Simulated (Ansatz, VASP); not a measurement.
**AlGa3N4 (random wurtzite alloy of AlN and GaN): VASP beside Ansatz**

Aim: how closely do two programs agree when they are given the same cell, functional and k mesh? Of the first pair: The cell is taken from a series of runs on this material, whose earlier steps may have relaxed, scaled, displaced or heated it; both programs get it as it stands.

Method: plane waves, with VASP 6.6.1 beside it; single point at LDA, in Ansatz 0.2.0.

### 1. The starting structure

The cell holds 72 atoms: 27 Ga, 36 N and 9 Al. Its edges and angles: a = 9.509 Å, b = 9.509 Å, c = 10.268 Å, α = 90.0°, β = 90.0°, γ = 120.0°. It derives from AlN (wurtzite), repeated 3×3×2. Wurtzite AlN, 3 x 3 x 2 conventional cells, 27 of 36 Al sites given to Ga at random (x = 0.750), lattice by Vegard's rule (a = 3.17 A, c = 5.134 A); (so at first; earlier steps may have moved the atoms), displaced by a Gaussian of 0.02 A.

Structure file:

```xyz
72
Lattice="9.5094 0.0000 0.0000 -4.7547 8.2354 0.0000 0.0000 0.0000 10.2684" Properties=species:S:1:pos:R:3 pbc="T T T"
Ga    0.0067    0.0173    0.0108
Ga    0.0060    0.0132    5.1253
Ga    7.9039    2.7701    0.0045
Ga   -1.6031    4.5677    2.5519
Ga   -1.5893    2.7814    5.0982
Ga    6.3123    5.4764   10.2414
Ga    6.2958    5.4677    5.1604
Ga   -3.1434    7.3303    7.6920
Ga   -1.5727    8.2195    5.1550
Ga    3.1788    1.8283    7.6915
Ga    1.6205    2.7390   10.2623
Ga    1.6038    2.7637    5.1562
Ga    1.6247    4.6081    7.7204
Ga   -0.0346    5.4881   10.2568
Ga   -0.0135    7.2979    2.5678
Ga    0.0066    7.3428    7.6892
Ga    6.3587    0.0281    0.0183
Ga    6.3536    1.8318    2.5502
Ga    6.3329    0.0311    5.1609
Ga    6.3915    1.8165    7.7370
Ga    4.7472    2.7427   10.2506
Ga    4.7426    2.7394    5.1019
Ga    4.7368    4.5696    7.6898
Ga    3.1599    5.4888    0.0161
Ga    3.1675    7.3004    2.5611
Ga    3.1979    5.4431    5.1633
Ga    3.1605    7.3266    7.6886
N    -0.0149    1.8536    0.6291
N     9.4713    0.0129    3.1806
N    -0.0259    1.8483    5.7636
N     0.0059    0.0386    8.3169
N    -1.6292    4.5484    0.6272
N     7.9074    2.7552    3.1999
N    -1.5891    4.5688    5.7709
N     7.9123    2.7585    8.3194
N    -3.1663    7.3096    0.6079
N     6.3191    5.4732    3.1856
N    -3.1655    7.3186    5.7817
N    -3.1708    5.5203    8.2974
N     3.1929    1.8342    0.6192
N    -1.6046    8.2257    3.2108
N     3.1872    1.8066    5.7401
N     3.1548    0.0002    8.3474
N     1.5840    4.5974    0.6392
N     1.5786    2.7738    3.2223
N     1.6042    4.6294    5.7560
N     1.5955    2.7645    8.2957
N    -0.0010    7.3198    0.6751
N    -0.0142    5.4890    3.1871
N    -0.0305    7.3149    5.7751
N     0.0200    5.5151    8.3187
N     6.3532    1.8542    0.5930
N     1.6092    8.2202    3.2112
N     6.2989    1.8596    5.7857
N     6.3405    0.0287    8.3286
N     4.7449    4.5765    0.6490
N     4.7679    2.7391    3.1794
N     4.7586    4.5967    5.7679
N     4.7450    2.7306    8.3414
N     3.1727    7.3797    0.6229
N     3.1886    5.4819    3.1902
N     3.1953    7.3138    5.7213
N     3.1512    5.4822    8.3271
Al   -0.0002    1.8296    2.5480
Al   -0.0129    1.8443    7.6732
Al   -1.6094    4.5471    7.7006
Al   -3.1890    7.3239    2.6058
Al    3.2015    0.0086    0.0056
Al    3.1681    1.8697    2.5486
Al    1.5956    4.5487    2.5578
Al   -0.0045    5.4812    5.1369
Al    4.7369    4.5583    2.5584
```

### 2. Ansatz: single point, LDA, pair 1

Ansatz runs on its default PAW (the set named soft_2) files.

A single point gives forces, pressure and levels at one fixed geometry, so differences don't come from the geometry; what else differs is listed under the comparison.

Input file input.yaml:

```yaml
crystal:
  lattice:
    - [9.5094, 0.0, 0.0]
    - [-4.7547, 8.23538, 0.0]
    - [0.0, 0.0, 10.2684]
  atoms:
    - { symbol: Ga, position: [0.00175, 0.0021, 0.00105] }
    - { symbol: "N", position: [0.11097, 0.22508, 0.06127] }
    - { symbol: Al, position: [0.11106, 0.22216, 0.24814] }
    - { symbol: "N", position: [0.99678, 0.00157, 0.30975] }
    - { symbol: Ga, position: [0.00143, 0.0016, 0.49913] }
    - { symbol: "N", position: [0.1095, 0.22444, 0.56129] }
    - { symbol: Al, position: [0.11062, 0.22395, 0.74726] }
    - { symbol: "N", position: [0.00297, 0.00469, 0.80995] }
    - { symbol: Ga, position: [0.99935, 0.33636, 0.00044] }
    - { symbol: "N", position: [0.10482, 0.5523, 0.06108] }
    - { symbol: Ga, position: [0.10874, 0.55464, 0.24852] }
    - { symbol: "N", position: [0.99882, 0.33456, 0.31163] }
    - { symbol: Ga, position: [0.00174, 0.33774, 0.49649] }
    - { symbol: "N", position: [0.11028, 0.55478, 0.56201] }
    - { symbol: Al, position: [0.10683, 0.55214, 0.74993] }
    - { symbol: "N", position: [0.99953, 0.33496, 0.81019] }
    - { symbol: Ga, position: [0.99629, 0.66498, 0.99737] }
    - { symbol: "N", position: [0.11083, 0.88759, 0.0592] }
    - { symbol: Al, position: [0.10931, 0.88932, 0.25377] }
    - { symbol: "N", position: [0.99681, 0.6646, 0.31023] }
    - { symbol: Ga, position: [0.99403, 0.66393, 0.50255] }
    - { symbol: "N", position: [0.11146, 0.88868, 0.56306] }
    - { symbol: Ga, position: [0.11449, 0.8901, 0.74909] }
    - { symbol: "N", position: [0.00172, 0.67031, 0.80805] }
    - { symbol: Al, position: [0.33719, 0.00105, 0.00055] }
    - { symbol: "N", position: [0.44712, 0.22272, 0.0603] }
    - { symbol: Al, position: [0.44667, 0.22703, 0.2482] }
    - { symbol: "N", position: [0.33068, 0.99883, 0.31269] }
    - { symbol: Ga, position: [0.33365, 0.99807, 0.50203] }
    - { symbol: "N", position: [0.44485, 0.21937, 0.55901] }
    - { symbol: Ga, position: [0.44529, 0.22201, 0.74905] }
    - { symbol: "N", position: [0.33177, 2.0e-05, 0.81292] }
    - { symbol: Ga, position: [0.33671, 0.33259, 0.99941] }
    - { symbol: "N", position: [0.4457, 0.55825, 0.06225] }
    - { symbol: Al, position: [0.44396, 0.55234, 0.24909] }
    - { symbol: "N", position: [0.33441, 0.33681, 0.31381] }
    - { symbol: Ga, position: [0.33645, 0.33559, 0.50214] }
    - { symbol: "N", position: [0.44977, 0.56214, 0.56055] }
    - { symbol: Ga, position: [0.45063, 0.55955, 0.75186] }
    - { symbol: "N", position: [0.33563, 0.33569, 0.80789] }
    - { symbol: Ga, position: [0.32957, 0.66641, 0.99887] }
    - { symbol: "N", position: [0.4443, 0.88882, 0.06575] }
    - { symbol: Ga, position: [0.44167, 0.88617, 0.25007] }
    - { symbol: "N", position: [0.33177, 0.66652, 0.31038] }
    - { symbol: Al, position: [0.33231, 0.66557, 0.50026] }
    - { symbol: "N", position: [0.44091, 0.88823, 0.56241] }
    - { symbol: Ga, position: [0.4465, 0.89162, 0.74882] }
    - { symbol: "N", position: [0.33694, 0.66968, 0.81013] }
    - { symbol: Ga, position: [0.67038, 0.00341, 0.00178] }
    - { symbol: "N", position: [0.78067, 0.22515, 0.05775] }
    - { symbol: Ga, position: [0.77935, 0.22243, 0.24835] }
    - { symbol: "N", position: [0.6683, 0.99816, 0.31273] }
    - { symbol: Ga, position: [0.66785, 0.00378, 0.5026] }
    - { symbol: "N", position: [0.77529, 0.22581, 0.56345] }
    - { symbol: Ga, position: [0.78241, 0.22057, 0.75348] }
    - { symbol: "N", position: [0.66851, 0.00349, 0.81109] }
    - { symbol: Ga, position: [0.66573, 0.33304, 0.99827] }
    - { symbol: "N", position: [0.77682, 0.55571, 0.0632] }
    - { symbol: Al, position: [0.77488, 0.5535, 0.24915] }
    - { symbol: "N", position: [0.66769, 0.3326, 0.30963] }
    - { symbol: Ga, position: [0.66505, 0.33264, 0.49685] }
    - { symbol: "N", position: [0.77949, 0.55817, 0.56171] }
    - { symbol: Ga, position: [0.77556, 0.55488, 0.74888] }
    - { symbol: "N", position: [0.66477, 0.33157, 0.81234] }
    - { symbol: Ga, position: [0.66554, 0.66649, 0.00157] }
    - { symbol: "N", position: [0.78169, 0.8961, 0.06066] }
    - { symbol: Ga, position: [0.77633, 0.88647, 0.24942] }
    - { symbol: "N", position: [0.66814, 0.66565, 0.31068] }
    - { symbol: Ga, position: [0.66676, 0.66094, 0.50283] }
    - { symbol: "N", position: [0.78006, 0.88809, 0.55718] }
    - { symbol: Ga, position: [0.77718, 0.88965, 0.74876] }
    - { symbol: "N", position: [0.66422, 0.66569, 0.81094] }
kpoints:
  mp_grid: { grid: [1, 1, 1] }
hamiltonian:
  xc: lda
scf:
  occupations: { method: gaussian, width: 0.05 }
output:
  forces: true
```

The run is started by

```sh
$ ansatz run input.yaml --threads 4 --pin off --max-ram 8192MiB --backend cpu --events-out ev --progress --plain --runs-dir out
```

Numbers of over 12 decimals in the logs are rounded to 6 here.

What it wrote:

```text
Engine: ansatz 0.2.0, x86_64-unknown-linux-gnu
Pseudopotentials: kind: paw
Pseudopotential: Ga, paw, valence charge 13, recommended cutoff 420 eV (normal), Ga.paw.azcp
Pseudopotential: N, paw, valence charge 5, recommended cutoff 420 eV (normal), N.paw.azcp
Pseudopotential: Al, paw, valence charge 3, recommended cutoff 420 eV (normal), Al.paw.azcp
Functional definition: SPW92
  exchange = slater_x
  correlation = pw_c
Crystal: 72 atoms, lattice volume = 804.155 Å³
Basis set: ecut = 420 eV, 15743 PW (Γ)
Bands: 351, of which v1, the nominal top of the filled ones, is band 279 counted from 1 (278 counted from 0)
Symmetry: 1 space group operations
Space group: P1 (ITA 1), of the structure as read, at distance tolerance 9.3e-5 Å
k-points: 1
Non-local potential: Ga, projectors of the file, l = 0: 2, l = 1: 2, l = 2: 3, l = 3: 1
Non-local potential: N, projectors of the file, l = 0: 2, l = 1: 2, l = 2: 1
Non-local potential: Al, projectors of the file, l = 0: 2, l = 1: 2, l = 2: 1
PAW form: soft (Blöchl's): semilocal exchange-correlation on the pseudo side does not see the compensation charge
PAW frozen core: Ga, regenerated for the run's functional, and the local potential with it (the file was generated under x = pbe(κ = 0.804, μ = 0.219515), c = pbe(β = 0.066725))
PAW frozen core: N, regenerated for the run's functional, and the local potential with it (the file was generated under x = pbe(κ = 0.804, μ = 0.219515), c = pbe(β = 0.066725))
PAW frozen core: Al, regenerated for the run's functional, and the local potential with it (the file was generated under x = pbe(κ = 0.804, μ = 0.219515), c = pbe(β = 0.066725))
PAW one-centre angular grid: Ga, 590 points (default); XC on 64 Gauss nodes
PAW one-centre angular grid: N, 110 points (default); XC on 64 Gauss nodes
PAW one-centre angular grid: Al, 110 points (default); XC on 64 Gauss nodes
Initial density: superposition of atomic densities (neutral atoms: chi_scale 0, normalization atom), corrected by the library's trained network
Initial wavefunctions: pseudopotential atomic-orbital guess
Functional: x = slater, c = lda
SCF iter   1: F=—  HF=-118218.550654 eV  |F-HF|=—  |Δ(HF+E_count)|=         —  Δρ=8.90e-3  dr2=5.14e-1  ethr=1.77e-3  ⟨swp⟩=5.0  Hψ=1227  notcnv=0  defer=47
preconditioner: auto → Resta (q_TF=auto, 2.567 Å⁻¹)  ε∞=4.7  [insulator: Δε(μ)=2.329 eV  Ē_g=16.033 eV  σ=0.050 eV  W_gap=1.00  n_scr=224 (ndim 8)  ℏωp=30.9 eV  f_vac=0.000  D(μ)=0.00/eV (n_scr^D=0)  ε∞_Penn≈4.7]
SCF iter   2: F=—  HF=-118218.399464 eV  |F-HF|=—  |Δ(HF+E_count)|=   1.51e-1  Δρ=3.12e-3  dr2=5.18e-2  ethr=9.22e-5  ⟨swp⟩=3.0  Hψ=686  notcnv=0  defer=66
SCF iter   3: F=—  HF=-118218.384392 eV  |F-HF|=—  |Δ(HF+E_count)|=   1.51e-2  Δρ=1.18e-3  dr2=7.64e-3  ethr=9.29e-6  ⟨swp⟩=2.0  Hψ=378  notcnv=0  defer=38
automatic band count: iteration 3 solves 323 bands in place of 351: the levels show a gap, and the empty bands left out lie too high to hold charge; the band table lists the bands solved (type scf.n_extra_bands for more)
SCF iter   4: F=—  HF=-118218.382035 eV  |F-HF|=—  |Δ(HF+E_count)|=   2.36e-3  Δρ=3.09e-4  dr2=7.68e-4  ethr=1.37e-6  ⟨swp⟩=2.0  Hψ=538  notcnv=0  defer=38
SCF iter   5: F=—  HF=-118218.381687 eV  |F-HF|=—  |Δ(HF+E_count)|=   3.48e-4  Δρ=1.17e-4  dr2=1.18e-4  ethr=1.38e-7  ⟨swp⟩=2.0  Hψ=563  notcnv=0  defer=38
SCF iter   6: F=—  HF=-118218.381663 eV  |F-HF|=—  |Δ(HF+E_count)|=   2.46e-5  Δρ=2.71e-5  dr2=8.00e-6  ethr=2.11e-8  ⟨swp⟩=3.0  Hψ=528  notcnv=0  defer=38
SCF iter   7: F=—  HF=-118218.382539 eV  |F-HF|=—  |Δ(HF+E_count)|=   8.76e-4  Δρ=1.51e-5  dr2=1.59e-6  ethr=1.43e-9  ⟨swp⟩=2.0  Hψ=601  notcnv=0  defer=38
SCF iter   8: F=-118218.382538 eV  HF=-118218.382538 eV  |F-HF|=3.45e-8  |Δ(HF+E_count)|=   4.12e-7  Δρ=2.86e-6  dr2=7.38e-8  ethr=1.79e-11  ⟨swp⟩=2.0  Hψ=1170  notcnv=0
SCF 1 converged in 8 iterations: F = -118218.382538 eV  dr2 = 7.38e-8
  greatest PAW one-centre occupation: 0.996 electrons in one spin orbital (limit 2), on the Ga atom at site 10 (counted from 0), in its partial waves of l = 2
SCF converged after 8 iterations
Free energy (F): -118218.382538 eV
Harris-Foulkes:  -118218.382538 eV  (|F-HF|=3.45e-8)
Internal energy: -118218.382538 eV  (E = F + TS)
E sigma→0 (E₀):  -118218.382538 eV
Fermi energy:    10.057421 eV
--- Per-component energies (eV) ---
  E_band       = -288.796356
  E_kinetic    = 8106.760783
  E_local      = -61696.742001  (includes V_loc(G=0)·N_el)
  E_nonlocal   = 13413.607975
  E_hartree    = 28309.502010
  E_xc         = -4351.860846
  E_vxc        = -4586.265229  (∫ρ·V_xc dr)
  E_paw        = -60014.738899  (= ΣΔE_a)
  E_vpaw       = -12145.177535  (= ΣTr[D̂ρ^β])
  E_aug_tail   = 0.000520  (compensation charges beyond the density's cutoff)
  E_ewald      = -42034.964073
  E_core_change = 50.051992  (= ΣΔE_core)
  E_smearing   = -0.000000  (= −TS)
  E_closure    = -0.000000  (closes the sum)
  Σ components = -118218.382538   (vs F -118218.382538, Δ=0.00e0)
--- Forces (eV/Å), atoms counted from 1 ---
  atom   1  Ga     0.24447099    -0.03297579    -0.44014386
  atom   2  N      0.44262145     0.12776600     0.67872166
  atom   3  Al    -0.18218613     0.17104105     0.49452872
  atom   4  N      1.22812531     0.39674733    -0.42553124
  atom   5  Ga    -0.01668734    -0.01360712     0.02818886
  atom   6  N      0.40367256     0.09172091     0.46984567
  atom   7  Al     0.24617135     0.01593062     0.45974708
  atom   8  N     -0.17542934     0.30465576    -0.20518944
  atom   9  Ga     0.50433665    -0.41378731    -0.38271936
  atom  10  N      0.38181416     0.66854685    -0.20361923
  atom  11  Ga    -0.02320554     0.33700402     0.32943290
  atom  12  N      0.90246912    -0.51160873    -0.75313646
  atom  13  Ga    -0.34550416    -0.50413556     0.55329991
  atom  14  N      0.52569850     0.57670734     0.42953553
  atom  15  Al     0.36556430     0.70522641    -0.04703819
  atom  16  N      1.08464192     0.41115796    -0.19475001
  atom  17  Ga     0.01806314     0.45104559     0.14602361
  atom  18  N      0.66578355     0.55374633     0.84669866
  atom  19  Al     0.08263935    -0.25334854    -0.44558795
  atom  20  N     -0.65083017     0.49615593    -0.17717509
  atom  21  Ga     1.05370954     0.57202646    -0.63203133
  atom  22  N     -0.16511233     0.00048147    -0.48304713
  atom  23  Ga    -0.65444942     0.23941996     0.28282176
  atom  24  N      0.39987069    -1.10000811    -0.01617590
[...]
atom  65  Ga     0.13407925     0.51689608    -0.13096306
  atom  66  N      0.02571480    -0.91234900     0.02453607
  atom  67  Ga    -0.08995504     0.11040240     0.18585161
  atom  68  N     -0.25928983    -1.01578456    -0.46885673
  atom  69  Ga    -0.39555108     1.20911630    -0.89128525
  atom  70  N     -0.43313411     0.02919400     0.63382788
  atom  71  Ga     0.48327048     0.10939290    -0.07979611
  atom  72  N      0.81877464     0.59175715     0.35588346
  max |Σ_I F_I| component: 6.96e-5 eV/Å
```

In the SCF lines HF is the Harris–Foulkes energy and dr2 the Hartree energy of the density residual, in eV; the loop may stop once dr2 is under the threshold and the program's other checks hold. Hψ counts applications of the Hamiltonian.

(Continued in part 2 of 4.)

[Lines on the potential files, build, host, timing and source positions are cut from VASP's logs without a mark.]

[Logs are printed without paths, hosts, clocks, repeated set-up lines and the standing remarks that a program may print on its own settings, such as how far it seeks lower states.]

[Hosts, paths, dates, database ids (printed as entryN), source tags and the programs' standing remarks are cut or masked in the printed files.]
